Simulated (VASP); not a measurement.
All values below come from PBEsol GGA, VASP's PBE PAW potentials (set 64) (plane waves; VASP 6.6.1).

VASP ran on this input.

**INCAR**
```
SYSTEM = Cl
PREC = Accurate
ENCUT = 400
EDIFF = 1E-6
NELM = 100
ALGO = Normal
LREAL = .FALSE.
LASPH = .TRUE.
ISMEAR = 1
SIGMA = 0.1
GGA = PS
LWAVE = .FALSE.
LCHARG = .FALSE.
IBRION = 2
ISIF = 3
NSW = 60
EDIFFG = -0.01
```

### KPOINTS
```
Automatic mesh
0
Gamma
11 11 9
0 0 0
```

File POSCAR:
```
Cl
1
    3.5025520059    -0.0000000690     0.0000000000
   -1.7512766244     3.0332991080     0.0000000000
    0.0000000000    -0.0000000000     3.8653879901
Cl
2
Direct
  0.3333330000   0.6666670000   0.2500000000
  0.6666670000   0.3333330000   0.7500000000
```

POTCAR, in this order: Cl (PBE.64 set). Program: vasp_std.

Output of the run:

OSZICAR:
```
       N       E                     dE             d eps       ncg     rms          rms(c)
DAV:   1     0.713226583078E+02    0.71323E+02   -0.58015E+03  1760   0.910E+02
DAV:   2     0.279014789073E+00   -0.71044E+02   -0.68755E+02  2832   0.180E+02
DAV:   3    -0.270546900444E+01   -0.29845E+01   -0.29505E+01  2171   0.425E+01
DAV:   4    -0.273711119458E+01   -0.31642E-01   -0.31607E-01  2141   0.537E+00
DAV:   5    -0.273767358821E+01   -0.56239E-03   -0.56229E-03  2174   0.668E-01    0.867E+00
DAV:   6    -0.271479727764E+01    0.22876E-01   -0.27570E-02  2123   0.102E+00    0.535E+00
DAV:   7    -0.271226521709E+01    0.25321E-02   -0.29718E-02  2090   0.112E+00    0.367E-01
DAV:   8    -0.271131140268E+01    0.95381E-03   -0.29680E-03  2087   0.374E-01    0.385E-02
DAV:   9    -0.271131799109E+01   -0.65884E-05   -0.79884E-05  2198   0.701E-02    0.108E-02
DAV:  10    -0.271131770777E+01    0.28332E-06   -0.43971E-06  2156   0.152E-02
   1 F= -.27113177E+01 E0= -.27112108E+01  d E =-.271132E+01
       N       E                     dE             d eps       ncg     rms          rms(c)
DAV:   1    -0.271223556203E+01   -0.91757E-03   -0.29648E-02  1889   0.133E+00    0.170E-01
DAV:   2    -0.271169529638E+01    0.54027E-03   -0.10174E-03  2084   0.251E-01    0.715E-02
DAV:   3    -0.271155667883E+01    0.13862E-03   -0.49888E-04  2015   0.153E-01    0.594E-02
DAV:   4    -0.271155716825E+01   -0.48942E-06   -0.59469E-06  2150   0.216E-02
   2 F= -.27115572E+01 E0= -.27114063E+01  d E =-.239460E-03
       N       E                     dE             d eps       ncg     rms          rms(c)
DAV:   1    -0.271159743044E+01   -0.40752E-04   -0.12261E-03  1913   0.270E-01    0.342E-02
DAV:   2    -0.271157718620E+01    0.20244E-04   -0.39151E-05  2081   0.496E-02    0.148E-02
DAV:   3    -0.271157188051E+01    0.53057E-05   -0.19139E-05  2039   0.301E-02    0.101E-02
DAV:   4    -0.271157182482E+01    0.55690E-07   -0.20891E-07  1201   0.429E-03
   3 F= -.27115718E+01 E0= -.27114118E+01  d E =-.254117E-03
       N       E                     dE             d eps       ncg     rms          rms(c)
DAV:   1    -0.271168724039E+01   -0.11536E-03   -0.47990E-03  1874   0.537E-01    0.682E-02
DAV:   2    -0.271160071524E+01    0.86525E-04   -0.16350E-04  2054   0.101E-01    0.288E-02
DAV:   3    -0.271157855796E+01    0.22157E-04   -0.80416E-05  1925   0.615E-02    0.237E-02
DAV:   4    -0.271157861606E+01   -0.58103E-07   -0.87056E-07  1495   0.867E-03
   4 F= -.27115786E+01 E0= -.27114011E+01  d E =-.260908E-03
       N       E                     dE             d eps       ncg     rms          rms(c)
DAV:   1    -0.271159985798E+01   -0.21300E-04   -0.89716E-04  1859   0.233E-01    0.294E-02
DAV:   2    -0.271158288468E+01    0.16973E-04   -0.31354E-05  2054   0.441E-02    0.127E-02
DAV:   3    -0.271157857190E+01    0.43128E-05   -0.15288E-05  1931   0.268E-02    0.110E-02
DAV:   4    -0.271157856837E+01    0.35292E-08   -0.16060E-07  1039   0.378E-03
   5 F= -.27115786E+01 E0= -.27114085E+01  d E =-.260861E-03
       N       E                     dE             d eps       ncg     rms          rms(c)
DAV:   1    -0.271191997333E+01   -0.34140E-03   -0.11182E-02  1811   0.824E-01    0.995E-02
DAV:   2    -0.271172180894E+01    0.19816E-03   -0.35172E-04  2021   0.149E-01    0.418E-02
DAV:   3    -0.271166668140E+01    0.55128E-04   -0.18904E-04  1931   0.921E-02    0.327E-02
DAV:   4    -0.271166678888E+01   -0.10748E-06   -0.32886E-06  2099   0.158E-02
   6 F= -.27116668E+01 E0= -.27114629E+01  d E =-.882205E-04
```

### OUTCAR
```
------------------------ aborting loop because EDIFF is reached ----------------------------------------
  FORCE on cell =-STRESS in cart. coord.  units (eV):
  Direction    XX          YY          ZZ          XY          YZ          ZX
  --------------------------------------------------------------------------------------
  Total       -0.0169674     -0.0169674      0.0100884      0.0000000     -0.0000000      0.0000000
  in kB       -0.6600948     -0.6600948      0.3924769      0.0000001     -0.0000000      0.0000000
  external PRESSURE =      -0.3092376 kB  Pullay stress =       0.0000000 kB
  volume of cell :       41.18
      direct lattice vectors                 reciprocal lattice vectors
     3.498751592 -0.000000068 -0.000000000     0.285816236  0.165016134 -0.000000000
    -1.749376416  3.030007852  0.000000000     0.000000006  0.330032152 -0.000000000
     0.000000000  0.000000000  3.884755276     0.000000000 -0.000000000  0.257416473
 POSITION                                       TOTAL-FORCE (eV/Angst)
 -----------------------------------------------------------------------------------
     -0.00000      2.02001      0.97119         0.000000     -0.000000      0.000000
      1.74938      1.01000      2.91357        -0.000000      0.000000      0.000000
 -----------------------------------------------------------------------------------
    total drift:                                0.000363     -0.000209      0.000411
  FREE ENERGIE OF THE ION-ELECTRON SYSTEM (eV)
  ---------------------------------------------------
  free  energy   TOTEN  =        -2.7116667889 eV

  energy  without entropy=       -2.7110550200  energy(sigma->0) =       -2.71146287

 reached required accuracy - stopping structural energy minimisation
```
(Selected blocks of OUTCAR.)

CONTCAR:
```
Cl
   1.00000000000000
     3.4987515918777969   -0.0000000680715489   -0.0000000000000000
    -1.7493764159753744    3.0300078522578113    0.0000000000000000
     0.0000000000000000    0.0000000000000000    3.8847552760727480
  Cl
     2
Direct
     0.3333330000000032    0.6666669999999968    0.2500000000000000
     0.6666669999999968    0.3333330000000032    0.7500000000000000
```

**OUTCAR**
```
 val. band max:        2.5482531556   @ k =   0.1818   0.1818   0.4444

 cond. band min:       2.5648035558   @ k =   0.3636   0.0909   0.4444


 Fermi energy:         2.5535537609

 k-point     1 :       0.0000    0.0000    0.0000
  band No.  band energies     occupation
      1     -13.7334      2.00000
      2     -10.1756      2.00000
      3      -2.0945      2.00000
      4       0.3155      2.00000
      5       0.3155      2.00000
      6       2.3591      2.01907
      7       2.3592      2.01909
      8       3.5898     -0.00000
      9       9.5533      0.00000
     10      11.1016      0.00000
     11      14.4581      0.00000

 k-point     2 :       0.0909    0.0000    0.0000
  band No.  band energies     occupation
      1     -13.6625      2.00000
      2     -10.2173      2.00000
      3      -2.0131      2.00000
      4       0.1323      2.00000
      5       0.1965      2.00000
      6       2.1903      2.00000
      7       2.4383      2.06917
      8       3.4471     -0.00000
      9       9.8143      0.00000
     10      11.4215      0.00000
     11      13.9671      0.00000

 k-point     3 :       0.1818    0.0000    0.0000
  band No.  band energies     occupation
      1     -13.4560      2.00000
      2     -10.3478      2.00000
      3      -1.7744      2.00000
      4      -0.3212      2.00000
      5      -0.0777      2.00000
      6       1.7957      2.00000
      7       2.6020      0.27693
      8       3.0490     -0.00000
      9      10.3558      0.00000
     10      12.0021      0.00000
     11      13.5667      0.00000

 k-point     4 :       0.2727    0.0000    0.0000
  band No.  band energies     occupation
      1     -13.1356      2.00000
      2     -10.5750      2.00000
      3      -1.3975      2.00000
      4      -0.8446      2.00000
      5      -0.3744      2.00000
      6       1.3658      2.00000
      7       2.4728      1.98367
      8       2.7481     -0.01899
      9      10.3356      0.00000
...
```

The structure was generated: Cl was put into the hcp type (P6_3/mmc), which need not be its known phase. This run relaxes it. Symmetry was kept, so distortions that lower it aren't found. The start is the result of an earlier pass.
